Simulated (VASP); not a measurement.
Input of a VASP 6.6.1 run:

Contents of INCAR:

```
SYSTEM = P2S
PREC     = Accurate       ! precision mode
ENCUT    = 600            ! plane-wave cutoff, eV
EDIFF    = 1E-6           ! SCF threshold, eV
ISMEAR   = -1             ! smearing method
SIGMA    = 0.05           ! smearing width, eV
LREAL    = .FALSE.        ! projectors in reciprocal space
LASPH    = .TRUE.         ! aspherical terms in the spheres
NELM     = 80             ! most SCF steps
ALGO     = Normal         ! electronic algorithm
ISIF     = 3              ! what is computed and relaxed
LWAVE    = .FALSE.        ! write WAVECAR
LCHARG   = .FALSE.        ! write CHGCAR
GGA      = PE             ! functional
IBRION   = 2              ! ionic algorithm
NSW      = 60             ! ionic steps
EDIFFG   = -0.01          ! ionic threshold
PSTRESS  = 20
```

File KPOINTS:

```
regular mesh
0
G
  6 6 3
  0 0 0
```

POSCAR

```
P2S
1.0
    3.3294100000      0.0000000000      0.0000000000
    0.0000000000      3.3294100000      0.0000000000
    0.0000000000      0.0000000000      9.1991400000
P S
4 2
Direct
    0.0000000000      0.5000000000      0.3030700000
    0.0000000000      0.5000000000      0.8030700000
    0.5000000000      0.0000000000      0.6969300000
    0.5000000000      0.0000000000      0.1969300000
    0.0000000000      0.0000000000      0.0000000000
    0.5000000000      0.5000000000      0.5000000000
```

Potentials or basis: VASP PAW PBE potentials, release 64 (P, S).

Command:

```console
$ cat potpaw_PBE.64/P/POTCAR potpaw_PBE.64/S/POTCAR > POTCAR
$ mpirun -np 1 vasp_std > vasp.out
```

(1) Estimate the space group after relaxing (to 0.05 Å).

(2) What does it give for the relaxed cell?

(3) What does it give for the relaxed volume?

(4) Predict the band gap on the k mesh.

Results:

(1) P4_2/nmc (No. 137).

(2) a = 3.352 Å, b = 3.352 Å, c = 8.907 Å, α = 90.00°, β = 90.00°, γ = 90.00°.

(3) 16.68 Å³/atom.

(4) none (metal or under the smearing width).

Caveat: the cell is relaxed towards a set pressure, so the enthalpy falls and the energy may rise.
